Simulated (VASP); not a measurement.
# TiGa11As12 (a cell with a defect) in VASP: notebook, part 2 of 3

VASP 6.6.1. The steps go on from the part before.

## 3. Relaxation of the atoms, PBEsol+U, collinear spin, ferromagnetic start

INCAR reads:

```
ALGO     = Normal         # electronic algorithm
EDIFF    = 1E-5           # SCF threshold, eV
EDIFFG   = -0.03          # ionic threshold
ENCUT    = 350            # plane-wave cutoff, eV
GGA      = PS             # functional
IBRION   = 2              # ionic algorithm
ISIF     = 2              # what is computed and relaxed
ISMEAR   = 0              # smearing method
ISPIN    = 2              # spin polarisation
KPAR     = 2            
LASPH    = True           # aspherical terms in the spheres
LCHARG   = False          # write CHGCAR
LDAU     = True           # DFT+U
LDAUJ    = 0 0 0        
LDAUL    = 2 -1 -1        # shell
LDAUPRINT= 1            
LDAUTYPE = 2            
LDAUU    = 3 0 0          # U, eV
LMAXMIX  = 4              # l up to which the mixer works
LORBIT   = 11             # projections on sites
LREAL    = Auto         
LWAVE    = False          # write WAVECAR
MAGMOM   = 2 0 0 0 0 0 0 0 0 0 0 0 0 0 0 0 0 0 0 0 0 0 0 0 # initial moments
NELECT   = 216.0        
NELM     = 120            # most SCF steps
NSW      = 40             # ionic steps
PREC     = Accurate       # precision mode
SIGMA    = 0.03           # smearing width, eV
```

KPOINTS reads:

```
k-points
0
Gamma
  2 2 2
```

POSCAR reads:

```
TiGa11As12
1.0
    0.0000000000      8.4805500000      8.4805500000
    5.6537000000      0.0000000000      5.6537000000
    5.6537000000      5.6537000000      0.0000000000
Ti Ga As
1 11 12
Direct
    0.0000000000      0.0000000000      0.0000000000
    0.0000000000      0.0000000000      0.5000000000
    0.0000000000      0.5000000000      0.0000000000
    0.0000000000      0.5000000000      0.5000000000
    0.3333330000      0.0000000000      0.0000000000
    0.3333330000      0.0000000000      0.5000000000
    0.3333330000      0.5000000000      0.0000000000
    0.3333330000      0.5000000000      0.5000000000
    0.6666670000      0.0000000000      0.0000000000
    0.6666670000      0.0000000000      0.5000000000
    0.6666670000      0.5000000000      0.0000000000
    0.6666670000      0.5000000000      0.5000000000
    0.0833333333      0.1250000000      0.1250000000
    0.0833333333      0.1250000000      0.6250000000
    0.0833333333      0.6250000000      0.1250000000
    0.0833333333      0.6250000000      0.6250000000
    0.4166663333      0.1250000000      0.1250000000
    0.4166663333      0.1250000000      0.6250000000
    0.4166663333      0.6250000000      0.1250000000
    0.4166663333      0.6250000000      0.6250000000
    0.7500003333      0.1250000000      0.1250000000
    0.7500003333      0.1250000000      0.6250000000
    0.7500003333      0.6250000000      0.1250000000
    0.7500003333      0.6250000000      0.6250000000
```

Potentials or basis: VASP PAW PBE potentials, release 64 (Ti_sv, Ga_d, As).

Run with:

```console
$ cat potpaw_PBE.64/Ti_sv/POTCAR potpaw_PBE.64/Ga_d/POTCAR potpaw_PBE.64/As/POTCAR > POTCAR
$ mpirun -np 4 vasp_std > vasp.out
```

Wall time 34 min (4 MPI ranks of Intel Xeon 6975P-C (Granite Rapids), shared host); peak memory 0.51 GiB.

Results (log left out):

```yaml
Free_energy: -105.8011 eV
Energy_gained_by_relaxing: 4.5 meV/atom
Ionic_steps: 14
Largest_force_after_relaxing: 0.028 eV/Å
Band_gap_on_the_k_mesh: none (metal or under the smearing width)
Net_moment: 1.75 μB per cell
Site_moments: Ti +1.27; Ga +0.01, +0.00, -0.00; As -0.01, -0.02, +0.01, +0.00 μB
Valence_electrons_inside_the_program's_atomic_spheres: Ti 10.27; Ga 11.71, 11.69, 11.72, 11.70; As 2.90, 2.85, 2.86
```

Forces in eV/Å, atoms in the order of the input:
```
Ti  -0.020 -0.006 -0.006
Ga  -0.007  0.004  0.001
Ga  -0.007  0.001  0.004
Ga   0.006  0.002  0.002
Ga   0.000 -0.020 -0.020
Ga   0.001 -0.010 -0.002
Ga   0.001 -0.002 -0.010
Ga  -0.009  0.000  0.000
Ga   0.002 -0.013 -0.013
Ga  -0.003  0.018  0.009
Ga  -0.003  0.009  0.018
Ga  -0.016  0.010  0.010
As  -0.004 -0.003 -0.003
As   0.002  0.010 -0.004
As   0.002 -0.004  0.010
As  -0.005 -0.005 -0.005
As   0.002 -0.002 -0.002
As   0.006  0.010 -0.002
As   0.006 -0.002  0.010
As  -0.005  0.007  0.007
As   0.020 -0.009 -0.009
As   0.013  0.010 -0.011
As   0.013 -0.011  0.010
As   0.004  0.006  0.006
```

The path:
```
step  energy change (eV)  largest force (eV/Å)  pressure (GPa)
   1              0.0000                0.7614            4.60
   2             -0.0660                0.3667            4.52
   3             -0.0812                0.1546            4.50
   4             -0.0821                0.1334            4.49
   5             -0.0889                0.0744            4.50
   6             -0.0920                0.1223            4.49
   7             -0.0920                0.2338            4.50
   8             -0.0930                0.1684            4.49
   9             -0.0987                0.0947            4.49
  10             -0.1019                0.1226            4.48
  11             -0.1064                0.0526            4.46
  12             -0.1068                0.0548            4.47
  13             -0.1069                0.0613            4.47
  14             -0.1078                0.0279            4.46
```

Final structure:
```cif
data_structure
_symmetry_space_group_name_H-M 'P 1'
_symmetry_Int_Tables_number 1
_cell_length_a 11.9933
_cell_length_b 7.9955
_cell_length_c 7.9955
_cell_angle_alpha 60.000
_cell_angle_beta 60.000
_cell_angle_gamma 60.000
_cell_volume 542.15
loop_
_atom_site_label
_atom_site_type_symbol
_atom_site_fract_x
_atom_site_fract_y
_atom_site_fract_z
_atom_site_occupancy
Ti1 Ti 0.99439 0.00217 0.00217 1
Ga1 Ga 0.00302 0.00154 0.49719 1
Ga2 Ga 0.00302 0.49719 0.00154 1
Ga3 Ga 0.00325 0.49608 0.49608 1
Ga4 Ga 0.33007 0.00350 0.00350 1
Ga5 Ga 0.33576 0.00047 0.49474 1
Ga6 Ga 0.33576 0.49474 0.00047 1
Ga7 Ga 0.33171 0.50110 0.50110 1
Ga8 Ga 0.66979 0.99817 0.99817 1
Ga9 Ga 0.66220 0.00111 0.50464 1
Ga10 Ga 0.66220 0.50464 0.00111 1
Ga11 Ga 0.66738 0.49987 0.49987 1
As1 As 0.08323 0.12689 0.12689 1
As2 As 0.08807 0.12320 0.61896 1
As3 As 0.08807 0.61896 0.12320 1
As4 As 0.08211 0.62554 0.62554 1
As5 As 0.42251 0.12036 0.12036 1
As6 As 0.41332 0.12553 0.62920 1
As7 As 0.41332 0.62920 0.12553 1
As8 As 0.41763 0.62450 0.62450 1
As9 As 0.73722 0.13315 0.13315 1
As10 As 0.75242 0.12400 0.62326 1
As11 As 0.75242 0.62326 0.12400 1
As12 As 0.75111 0.62482 0.62482 1
```

Levels at points of the mesh, in eV from the Fermi level:
Spin up:
| k point | band 105 | band 106 | band 107 | band 108 | band 109 | band 110 | band 111 | band 112 | band 113 | band 114 |
| --- | --- | --- | --- | --- | --- | --- | --- | --- | --- | --- |
| (0.00, 0.00, 0.00) | -1.02 | -0.97 | -0.96 | -0.70 | -0.47 | -0.25 | 0.16 | 0.21 | 0.31 | 0.46 |
| (0.50, 0.00, 0.00) | -1.40 | -1.19 | -1.18 | -0.79 | -0.37 | 0.03 | 0.26 | 0.40 | 0.53 | 0.72 |
| (0.00, 0.50, 0.00) | -1.63 | -1.45 | -1.41 | -0.56 | -0.04 | 0.57 | 0.70 | 0.89 | 1.10 | 1.23 |
| (0.50, 0.00, 0.50) | -1.90 | -1.73 | -1.57 | -0.65 | 0.07 | 0.80 | 1.01 | 1.27 | 1.37 | 1.44 |
| (0.00, 0.50, 0.50) | -1.70 | -1.53 | -1.49 | -0.37 | -0.26 | 0.72 | 1.03 | 1.08 | 1.19 | 1.27 |
| (0.50, 0.50, 0.50) | -1.79 | -1.63 | -1.52 | -0.37 | -0.19 | 0.86 | 0.91 | 1.28 | 1.38 | 1.43 |
Spin down:
```tsv
k point	band 104	band 105	band 106	band 107	band 108	band 109	band 110	band 111
(0.00, 0.00, 0.00)	-1.57	-0.95	-0.93	-0.91	-0.25	0.18	0.24	0.33
(0.50, 0.00, 0.00)	-1.34	-1.32	-1.13	-1.13	0.10	0.28	0.49	0.53
(0.00, 0.50, 0.00)	-1.58	-1.56	-1.35	-1.32	0.58	0.75	0.99	1.11
(0.50, 0.00, 0.50)	-1.95	-1.81	-1.67	-1.45	0.96	1.18	1.28	1.36
(0.00, 0.50, 0.50)	-2.05	-1.59	-1.48	-1.34	0.88	1.00	1.13	1.19
(0.50, 0.50, 0.50)	-1.87	-1.69	-1.58	-1.41	0.95	1.15	1.29	1.41
```

Eigenvalues of the final occupation matrices:
```csv
site,spin,trace,eigenvalues
site 1 d,1,1.61,0.13 0.15 0.15 0.49 0.70
site 1 d,2,0.36,0.02 0.02 0.10 0.11 0.12
```

Caveat: the k mesh is coarse (spacing up to 0.48 Å⁻¹), so the values aren't converged; the cell is charged against a uniform background, so pressure and absolute levels hang on convention; the cutoff is under 1.25 times the usual one of these potentials, so pressure, stress and relaxed cells hold a basis-set (Pulay) error; the PAW data sets were made with another functional, which shifts forces and pressure a little; the U is typed as a test and isn't derived for this compound. The state reached can hang on the start; a lower one may exist.

## 4. Relaxation of the atoms, PBEsol+U, collinear spin, zero start (atoms moved at random, drawn with an rms of 0.05 Å)

INCAR reads:

```
SYSTEM = TiGa11As12
  PREC = Accurate
  ENCUT = 350
  EDIFF = 1E-5
  ISMEAR = 0
  SIGMA = 0.03
  LREAL = Auto
  LASPH = .True.
  NELM = 120
  ALGO = Normal
  ISIF = 2
  LWAVE = .False.
  LCHARG = .False.
  ISPIN = 2
  MAGMOM = 0 0 0 0 0 0 0 0 0 0 0 0 0 0 0 0 0 0 0 0 0 0 0 0
  LORBIT = 11
  NUPDOWN = 0
  LMAXMIX = 4
  LDAU = .True.
  LDAUTYPE = 2
  LDAUL = 2 -1 -1
  LDAUU = 3 0 0
  LDAUJ = 0 0 0
  LDAUPRINT = 1
  GGA = PS
  IBRION = 2
  NSW = 60
  EDIFFG = -0.03
  NELECT = 216.0
  ISYM = 0
  KPAR = 2
```

KPOINTS reads:

```
regular mesh
0
Gamma
  2 2 2
  0 0 0
```

POSCAR reads:

```
TiGa11As12
1.0
    0.0000000000      8.4805500000      8.4805500000
    5.6537000000      0.0000000000      5.6537000000
    5.6537000000      5.6537000000      0.0000000000
Ti Ga As
1 11 12
Direct
   -0.0003900000     -0.0032440000     -0.0037550000
   -0.0077650000      0.0055940000      0.5065070000
   -0.0045430000      0.5117260000     -0.0000410000
    0.0002960000      0.4978580000      0.5030310000
    0.3287030000      0.0071290000      0.0001530000
    0.3291200000      0.0062780000      0.5056630000
    0.3283030000      0.5010380000      0.0049140000
    0.3316950000      0.4948660000      0.5049060000
    0.6692880000      0.0036840000     -0.0054290000
    0.6672310000     -0.0050350000      0.5011660000
    0.6666940000      0.5060680000      0.0042110000
    0.6705900000      0.4953480000      0.4984950000
    0.0843050000      0.1180060000      0.1248450000
    0.0813910000      0.1270340000      0.6230680000
    0.0803260000      0.6270510000      0.1286670000
    0.0817120000      0.6161490000      0.6288910000
    0.4131690000      0.1268000000      0.1261430000
    0.4157570000      0.1289240000      0.6256810000
    0.4195120000      0.6183200000      0.1275820000
    0.4178940000      0.6234020000      0.6303410000
    0.7532230000      0.1210210000      0.1278870000
    0.7495170000      0.1306170000      0.6287970000
    0.7508150000      0.6206160000      0.1250080000
    0.7486740000      0.6276530000      0.6251730000
```

Run with:

```console
$ cat potpaw_PBE.64/Ti_sv/POTCAR potpaw_PBE.64/Ga_d/POTCAR potpaw_PBE.64/As/POTCAR > POTCAR
$ mpirun -np 4 vasp_std > vasp.out
```

Wall time 45 min (4 MPI ranks of Intel Xeon 6975P-C (Granite Rapids), shared host); peak memory 0.54 GiB.

It converged, with:

```
Free energy                                           : -105.3778 eV
Energy gained by relaxing                             : 18.4 meV/atom
Ionic steps                                           : 17
Largest force after relaxing                          : 0.028 eV/Å
Net moment                                            : 0.00 μB per cell
Valence electrons inside the program's atomic spheres : Ti 10.21; Ga 11.70, 11.69, 11.72, 11.71; As 2.89, 2.88, 2.85, 2.86, 2.90
```

Forces in eV/Å, atoms in the order of the input:
```
Ti  -0.001 -0.004  0.012
Ga   0.006  0.008 -0.014
Ga   0.003  0.006  0.003
Ga   0.002 -0.004  0.001
Ga  -0.006 -0.004 -0.006
Ga  -0.005  0.009 -0.002
Ga   0.008 -0.004  0.011
Ga  -0.012  0.012  0.011
Ga   0.020 -0.013 -0.015
Ga  -0.009  0.003 -0.001
Ga   0.000  0.007 -0.003
Ga   0.003 -0.004  0.001
As   0.013 -0.001 -0.010
As  -0.002 -0.009  0.004
As   0.004 -0.017  0.009
As  -0.014  0.009  0.008
As  -0.001 -0.007 -0.015
As  -0.002  0.003  0.000
As   0.000 -0.001  0.004
As  -0.006  0.007  0.005
As   0.002 -0.009 -0.013
As  -0.004  0.012  0.000
As   0.002  0.007  0.006
As  -0.001 -0.006  0.004
```

The path:
| step | energy change (eV) | largest force (eV/Å) | pressure (GPa) |
| --- | --- | --- | --- |
| 1 | 0.0000 | 1.0049 | 4.61 |
| 2 | -0.3368 | 0.4345 | 4.50 |
| 3 | -0.3695 | 0.3572 | 4.46 |
| 4 | -0.3965 | 0.1941 | 4.37 |
| 5 | -0.4022 | 0.2248 | 4.36 |
| 6 | -0.4144 | 0.1387 | 4.32 |
| 7 | -0.4194 | 0.1668 | 4.31 |
| 8 | -0.4196 | 0.1967 | 4.32 |
| 9 | -0.4283 | 0.1214 | 4.29 |
| 10 | -0.4316 | 0.0857 | 4.28 |
| 11 | -0.4318 | 0.0992 | 4.27 |
| 12 | -0.4383 | 0.0545 | 4.25 |
| 13 | -0.4400 | 0.0709 | 4.23 |
| 14 | -0.4401 | 0.0762 | 4.23 |
| 15 | -0.4420 | 0.0379 | 4.22 |
| 16 | -0.4420 | 0.0317 | 4.22 |
| 17 | -0.4427 | 0.0282 | 4.21 |

Final structure:
```yaml
crystal:
  lattice:
    - [0.00000, 8.48055, 8.48055]
    - [5.65370, 0.00000, 5.65370]
    - [5.65370, 5.65370, 0.00000]
  atoms:
    - { symbol: Ti, position: [0.98682, 0.00907, 0.00442] }
    - { symbol: Ga, position: [0.00242, 0.99755, 0.49856] }
    - { symbol: Ga, position: [0.00341, 0.49601, 0.00348] }
    - { symbol: Ga, position: [0.00307, 0.49697, 0.49594] }
    - { symbol: Ga, position: [0.33256, 0.00075, 0.00414] }
    - { symbol: Ga, position: [0.33470, 0.99955, 0.49892] }
    - { symbol: Ga, position: [0.33451, 0.49725, 0.00224] }
    - { symbol: Ga, position: [0.33084, 0.50158, 0.50361] }
    - { symbol: Ga, position: [0.66883, 0.99639, 0.99853] }
    - { symbol: Ga, position: [0.66215, 0.99931, 0.50916] }
    - { symbol: Ga, position: [0.66342, 0.50688, 0.00053] }
    - { symbol: Ga, position: [0.66585, 0.50106, 0.50215] }
    - { symbol: As, position: [0.08457, 0.12033, 0.12375] }
    - { symbol: As, position: [0.08465, 0.12073, 0.62615] }
    - { symbol: As, position: [0.08482, 0.63216, 0.11967] }
    - { symbol: As, position: [0.08165, 0.62359, 0.62826] }
    - { symbol: As, position: [0.41931, 0.12279, 0.12406] }
    - { symbol: As, position: [0.41282, 0.12618, 0.63084] }
    - { symbol: As, position: [0.41390, 0.62785, 0.12817] }
    - { symbol: As, position: [0.41619, 0.62469, 0.62705] }
    - { symbol: As, position: [0.73429, 0.13293, 0.13526] }
    - { symbol: As, position: [0.75154, 0.12576, 0.62461] }
    - { symbol: As, position: [0.75228, 0.62309, 0.12682] }
    - { symbol: As, position: [0.75092, 0.62441, 0.62560] }
```

Eigenvalues of the final occupation matrices:
| site | spin | trace | eigenvalues |
| --- | --- | --- | --- |
| site 1 d | 1 | 0.95 | 0.16 0.18 0.18 0.20 0.23 |
| site 1 d | 2 | 0.95 | 0.16 0.18 0.18 0.20 0.23 |

Caveat: the k mesh is coarse (spacing up to 0.48 Å⁻¹), so the values aren't converged; the cell is charged against a uniform background, so pressure and absolute levels hang on convention; the cutoff is under 1.25 times the usual one of these potentials, so pressure, stress and relaxed cells hold a basis-set (Pulay) error; the PAW data sets were made with another functional, which shifts forces and pressure a little; the total moment is fixed, so each spin has its own Fermi level; the U is typed as a test and isn't derived for this compound.

## 5. Single point, PBEsol+U, collinear spin, ferromagnetic start

INCAR reads:

```
PREC = Accurate
ENCUT = 350
EDIFF = 1E-5
ISMEAR = 0
SIGMA = 0.03
LREAL = Auto
LASPH = True
NELM = 120
ALGO = Normal
ISIF = 2
LWAVE = False
LCHARG = False
ISPIN = 2
MAGMOM = 0.01 0 0 0 0 0 0 0 0 0 0 0 0 0 0 0 0 0 0 0 0 0 0 0
LORBIT = 11
LMAXMIX = 4
LDAU = True
LDAUTYPE = 2
LDAUL = 2 -1 -1
LDAUU = 3 0 0
LDAUJ = 0 0 0
LDAUPRINT = 1
GGA = PS
NBANDS = 130
NELECT = 216.0
ISYM = 0
KPAR = 2
```

KPOINTS reads:

```
Automatic mesh
0
Gamma
  2 2 2
```

POSCAR reads:

```
TiGa11As12                              
1.0
    0.0000000000      8.4805500000      8.4805500000
    5.6537000000      0.0000000000      5.6537000000
    5.6537000000      5.6537000000      0.0000000000
  Ti              Ga              As            
     1    11    12
Direct
     0.9868228933179070    0.0090710784219056    0.0044177211576692
     0.0024183149389905    0.9975509727484014    0.4985553757025024
     0.0034068648895037    0.4960147905272856    0.0034825860741101
     0.0030684555361021    0.4969748850463181    0.4959389561351072
     0.3325574193729763    0.0007516826622592    0.0041363624109914
     0.3347019198161537    0.9995499654489781    0.4989167475967642
     0.3345072282586680    0.4972546684485927    0.0022379750766228
     0.3308371507728735    0.5015771757573013    0.5036084001489104
     0.6688281017596814    0.9963898517686494    0.9985349993750104
     0.6621512873448810    0.9993148325845042    0.5091566576557633
     0.6634179549919528    0.5068821755328458    0.0005277100261394
     0.6658480692157560    0.5010646435617954    0.5021469388545736
     0.0845730795629651    0.1203346066941651    0.1237500801478724
     0.0846512897548793    0.1207295822059702    0.6261545972881183
     0.0848212211606829    0.6321609523754910    0.1196701921418601
     0.0816535366369080    0.6235856178993564    0.6282566790902024
     0.4193056402806504    0.1227899186259448    0.1240567086191674
     0.4128193160049838    0.1261829937207508    0.6308412060377442
     0.4139030838916671    0.6278483178053451    0.1281748122796229
     0.4161938929558497    0.6246864562873792    0.6270525859409490
     0.7342920948582338    0.1329296654378674    0.1352594381017364
     0.7515405824908820    0.1257605477396372    0.6246090490883061
     0.7522758011285848    0.6230888982656710    0.1268213086336105
     0.7509218010582702    0.6244087204335931    0.6255969124166337
```

Run with:

```console
$ cat potpaw_PBE.64/Ti_sv/POTCAR potpaw_PBE.64/Ga_d/POTCAR potpaw_PBE.64/As/POTCAR > POTCAR
$ mpirun -np 4 vasp_std > vasp.out
```

Wall time 9.3 min (4 MPI ranks of Intel Xeon 6975P-C (Granite Rapids), shared host); peak memory 0.53 GiB.

The run converged. Its results:

```
Free energy                                           : -105.3778 eV
Largest force                                         : 0.027 eV/Å
Band gap on the k mesh                                : none (metal or under the smearing width)
Net moment                                            : -0.01 μB per cell
Valence electrons inside the program's atomic spheres : Ti 10.21; Ga 11.70, 11.69, 11.72, 11.71; As 2.89, 2.88, 2.85, 2.86, 2.90
```

Forces on the atoms (eV/Å):
```
Ti  -0.001 -0.003  0.015
Ga   0.005  0.008 -0.012
Ga   0.002  0.007  0.003
Ga   0.005 -0.004  0.003
Ga  -0.005 -0.006 -0.009
Ga  -0.004  0.008 -0.002
Ga   0.009 -0.004  0.010
Ga  -0.013  0.012  0.010
Ga   0.018 -0.014 -0.015
Ga  -0.008  0.003  0.001
Ga   0.001  0.008 -0.003
Ga   0.001 -0.003  0.001
As   0.011 -0.001 -0.011
As  -0.003 -0.009  0.002
As   0.003 -0.018  0.009
As  -0.013  0.009  0.009
As  -0.001 -0.007 -0.016
As  -0.002  0.003 -0.001
As   0.000 -0.002  0.004
As  -0.006  0.007  0.004
As   0.004 -0.010 -0.014
As  -0.004  0.013  0.000
As   0.003  0.007  0.008
As  -0.001 -0.006  0.004
```

Levels at points of the mesh, in eV from the Fermi level:
Spin up:
```tsv
k point	band 104	band 105	band 106	band 107	band 108	band 109	band 110	band 111
(0.00, 0.00, 0.00)	-1.81	-1.22	-1.12	-1.11	-0.36	-0.20	-0.10	0.07
(0.50, 0.00, 0.00)	-1.59	-1.58	-1.28	-1.27	-0.25	-0.20	-0.11	0.17
(0.00, 0.50, 0.00)	-1.84	-1.84	-1.54	-1.52	0.09	0.43	0.44	0.50
(0.00, 0.00, 0.50)	-1.84	-1.83	-1.55	-1.52	0.02	0.42	0.48	0.48
(0.50, 0.00, 0.50)	-2.11	-2.05	-1.82	-1.79	-0.02	0.45	0.54	0.69
(0.50, 0.50, 0.00)	-2.11	-2.05	-1.82	-1.79	0.05	0.44	0.56	0.68
(0.00, 0.50, 0.50)	-2.17	-1.87	-1.73	-1.58	-0.03	0.37	0.54	0.72
(0.50, 0.50, 0.50)	-2.03	-1.97	-1.73	-1.70	0.09	0.46	0.48	0.66
```
Spin down:
```
           k point  band 105  band 106  band 107  band 108  band 109  band 110
(0.00, 0.00, 0.00)     -1.23     -1.12     -1.11     -0.36     -0.21     -0.11
(0.50, 0.00, 0.00)     -1.58     -1.28     -1.27     -0.26     -0.20     -0.11
(0.00, 0.50, 0.00)     -1.84     -1.54     -1.52      0.07      0.43      0.44
(0.00, 0.00, 0.50)     -1.83     -1.55     -1.52      0.02      0.41      0.46
(0.50, 0.00, 0.50)     -2.05     -1.82     -1.79     -0.02      0.44      0.53
(0.50, 0.50, 0.00)     -2.05     -1.82     -1.79      0.03      0.44      0.55
(0.00, 0.50, 0.50)     -1.88     -1.73     -1.58     -0.04      0.37      0.52
(0.50, 0.50, 0.50)     -1.97     -1.73     -1.70      0.08      0.45      0.48
```

Eigenvalues of the final occupation matrices:
```csv
site,spin,trace,eigenvalues
site 1 d,1,0.94,0.16 0.18 0.18 0.20 0.23
site 1 d,2,0.95,0.17 0.18 0.18 0.20 0.22
```

Caveat: the k mesh is coarse (spacing up to 0.48 Å⁻¹), so the values aren't converged; the cell is charged against a uniform background, so pressure and absolute levels hang on convention; the cutoff is under 1.25 times the usual one of these potentials, so pressure, stress and relaxed cells hold a basis-set (Pulay) error; the PAW data sets were made with another functional, which shifts forces and pressure a little; the U is typed as a test and isn't derived for this compound. The state reached can hang on the start; a lower one may exist.

[end of part 2 of 3]
